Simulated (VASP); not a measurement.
Computed with r2SCAN meta-GGA, VASP's PBE PAW potentials (set 64) (plane waves; VASP).

VASP input:

INCAR:
```
SYSTEM = MgB2
PREC = Accurate; ENCUT = 600; LREAL = .FALSE.
LASPH = .TRUE.
EDIFF = 1E-7; NELM = 100; ALGO = Normal
LMIXTAU = .TRUE.
ISMEAR = 1; SIGMA = 0.1
METAGGA = R2SCAN
IBRION = 2; NSW = 40; ISIF = 3
EDIFFG = -0.01; PSTRESS = 200
LWAVE = .FALSE.; LCHARG = .FALSE.
```

File POSCAR:
```
MgB2
1.0
  1.4934112191  -2.5866635337   0.0000000000
  1.4934112191   2.5866635337   0.0000000000
  0.0000000000   0.0000000000   3.3101871782
Mg B
1 2
Cartesian
  0.0000000000   0.0000000000   0.0000000000
  1.4934112191   0.8622229023   1.6550935891
  1.4934112191  -0.8622229023   1.6550935891
```

### KPOINTS
```
Automatic mesh
0
Gamma
10 10 8
0 0 0
```

POTCAR, in this order: Mg B (PBE.64 set). Program: vasp_std.

Output

File OSZICAR:
```
       N       E                     dE             d eps       ncg     rms          rms(c)
DAV:   1     0.670805196797E+01    0.67081E+01   -0.45221E+03  1192   0.994E+02
DAV:   2    -0.213500188729E+02   -0.28058E+02   -0.27211E+02  1608   0.131E+02
DAV:   3    -0.217015688633E+02   -0.35155E+00   -0.34985E+00  1384   0.174E+01
DAV:   4    -0.217024499522E+02   -0.88109E-03   -0.88101E-03  1760   0.762E-01
DAV:   5    -0.217024503010E+02   -0.34888E-06   -0.34899E-06  1392   0.125E-02    0.567E+00
DAV:   6    -0.194332360453E+02    0.22692E+01   -0.23586E+00  1216   0.112E+01    0.307E+00
DAV:   7    -0.191270936930E+02    0.30614E+00   -0.99794E-01  1392   0.665E+00    0.604E-01
DAV:   8    -0.191550994146E+02   -0.28006E-01   -0.22566E-01  1280   0.511E+00    0.514E-01
DAV:   9    -0.192331998798E+02   -0.78100E-01   -0.53853E-02  1176   0.227E+00    0.148E-01
DAV:  10    -0.192356043908E+02   -0.24045E-02   -0.69480E-03  1392   0.854E-01    0.492E-02
DAV:  11    -0.192348506871E+02    0.75370E-03   -0.40624E-04  1352   0.237E-01    0.154E-02
DAV:  12    -0.192349292983E+02   -0.78611E-04   -0.19993E-04  1264   0.171E-01    0.872E-03
DAV:  13    -0.192348767478E+02    0.52551E-04   -0.63388E-05  1240   0.100E-01    0.142E-03
DAV:  14    -0.192348753029E+02    0.14449E-05   -0.14921E-06  1656   0.168E-02    0.922E-04
DAV:  15    -0.192348749209E+02    0.38195E-06   -0.21943E-07  1272   0.655E-03    0.397E-04
DAV:  16    -0.192348753364E+02   -0.41554E-06   -0.94023E-08  1024   0.387E-03    0.109E-04
DAV:  17    -0.192348752523E+02    0.84163E-07   -0.34126E-09   632   0.817E-04
   1 F= -.16042446E+02 E0= -.16042417E+02  d E =-.160424E+02
```

### OUTCAR
```
------------------------ aborting loop because EDIFF is reached ----------------------------------------
  FORCE on cell =-STRESS in cart. coord.  units (eV):
  Direction    XX          YY          ZZ          XY          YZ          ZX
  --------------------------------------------------------------------------------------
  Total        3.1882857      3.1882843      3.1896235      0.0000000      0.0000000     -0.0000000
  in kB      199.7404033    199.7403146    199.8242087      0.0000000      0.0000000     -0.0000000
  external PRESSURE =      -0.2316911 kB  Pullay stress =     200.0000000 kB
  volume of cell :       25.57
      direct lattice vectors                 reciprocal lattice vectors
     1.493411219 -2.586663534  0.000000000     0.334803967 -0.193299203  0.000000000
     1.493411219  2.586663534  0.000000000     0.334803967  0.193299203  0.000000000
     0.000000000  0.000000000  3.310187178     0.000000000  0.000000000  0.302097720
 POSITION                                       TOTAL-FORCE (eV/Angst)
 -----------------------------------------------------------------------------------
      0.00000      0.00000      0.00000        -0.000000     -0.000000      0.000000
      1.49341      0.86222      1.65509        -0.000000      0.000000      0.000000
      1.49341     -0.86222      1.65509         0.000000     -0.000000      0.000000
 -----------------------------------------------------------------------------------
    total drift:                                0.000000     -0.000000      0.000000
  FREE ENERGIE OF THE ION-ELECTRON SYSTEM (eV)
  ---------------------------------------------------
  free  energy   TOTEN  =       -19.2348752523 eV

  energy  without entropy=      -19.2347884503  energy(sigma->0) =      -19.23484632
  enthalpy is  TOTEN    =       -16.0424457826 eV   P V=        3.1924294697

 reached required accuracy - stopping structural energy minimisation
```
(Selected blocks of OUTCAR.)

The compound is MgB2 in the AlB2 type structure. It was relaxed first under an external pressure of 20 GPa.
